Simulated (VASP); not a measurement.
Given:

```
CELL_PARAMETERS angstrom
     -1.41553     1.41553     1.41553
      1.41553    -1.41553     1.41553
      1.41553     1.41553    -1.41553
ATOMIC_POSITIONS crystal
  Fe 0.00000 0.00000 0.00000
```
Starting moments (μB, in the order of the record's atoms Fe): 2.2.

Method: PBE GGA, VASP's PBE PAW potentials (set 64) (plane waves; VASP). Settings: 480 eV cut-off, 16×16×16 Γ-centred mesh, first-order Methfessel-Paxton smearing of 0.10 eV, potentials Fe.

Energy and stress use the plane-wave basis of the starting cell.

Question: The ions, cell shape and volume at an external pressure of 10.0 GPa are relaxed. What does this cell relax into?

Answer: 
```
CELL_PARAMETERS angstrom
     -1.39281     1.39281     1.39281
      1.39281    -1.39281     1.39281
      1.39281     1.39281    -1.39281
ATOMIC_POSITIONS crystal
  Fe 0.00000 0.00000 0.00000
```
Space group Im-3m (229), at a tolerance of 0.03 Å. The cell ends with 2.09 μB, on the sites 2.08 μB.

Question: How do energy and volume change from the first to the last step?

Answer: The energy (σ→0) changes by +16.1 meV/atom and the volume by -4.7 %, in 3 ionic steps.

The compound is Fe in the bcc structure. This run relaxes it under an external pressure of 10 GPa. Symmetry was kept, so distortions that lower it aren't found.
